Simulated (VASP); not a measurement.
Shape and ions are relaxed at each volume.

Given:

AlN is taken in the hexagonal space group P6₃mc (No. 186), the wurtzite structure, Pearson symbol hP4. Lattice parameters: a = b = 3.106 Å, c = 4.975 Å, α = β = 90.00°, γ = 120.00°. Al on 2b is surrounded by 4 N at 1.887–1.900 Å (tetrahedral). N on 2b is surrounded by 4 Al at 1.887–1.900 Å (tetrahedral). (Neighbours: up to the widest gap in distance over summed covalent radii, below 1.35, at either atom; cation-cation and far metal-metal contacts left out.)

Computed with r2SCAN meta-GGA, VASP's PBE PAW potentials (set 64) (plane waves; VASP). Numerical set-up: 520 eV cut-off, 10×10×6 Γ-centred mesh, Gaussian smearing of 0.050 eV, potentials Al N.

Give the energy at these volumes per atom, relative to the lowest: 9.76, 10.07, 10.39, 10.70, 11.01 Å³.

27.9, 6.8, 0.0, 5.7, 22.1 meV/atom. A third-order Birch-Murnaghan fit gives B0 = 212 GPa and B0′ = 3.7.

Measured: bulk modulus 208 GPa (computed value off by +2.0 %), as given by J. Phys. Chem. B 108, 11506, doi 10.1021/jp048396e, abstract (bulk AlN value quoted). The calculation is for a static lattice, while the measured bulk modulus holds thermal and zero-point effects, which are part of the difference.

The compound is AlN in the wurtzite structure. It was relaxed first.
